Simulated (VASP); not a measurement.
Here is a VASP 6.6.1 calculation.

INCAR

```
PREC = Accurate ; ENCUT = 600
EDIFF = 1E-7 ; ISMEAR = 0
SIGMA = 0.03 ; LREAL = F
LASPH = T ; NELM = 80
ALGO = Normal ; ISIF = 3
LWAVE = F ; LCHARG = F
METAGGA = R2SCAN ; LMIXTAU = T
LUSE_VDW = T ; IVDW_NL = 2
BPARAM = 11.95 ; CPARAM = 0.0093
IBRION = 2 ; NSW = 90
EDIFFG = -0.005 ; LATTICE_CONSTRAINTS = .TRUE. .TRUE. .FALSE.
KPAR = 2
```

KPOINTS

```
regular mesh
0
Gamma
  15 15 1
```

The input POSCAR:

```
C                                       
1.0
    2.4564863192      0.0000000000      0.0000000000
   -1.2282431596      2.1273795568      0.0000000000
    0.0000000000      0.0000000000     18.0000000000
  C             
     2
Direct
     0.0000000000000000    0.0000000000000000    0.5000000000000000
     0.6666666699999979    0.3333333400000029    0.5000000000000000
```

Potentials or basis: VASP PAW PBE potentials, release 64 (C).

Launch:

```bash
$ cat potpaw_PBE.64/C/POTCAR > POTCAR
$ mpirun -np 2 vasp_std > vasp.out
```

(1) Estimate the band gap on the k mesh.

Answers

(1) none (metal or under the smearing width).

Caveat: the relaxation stopped at its first step, so nothing moved.
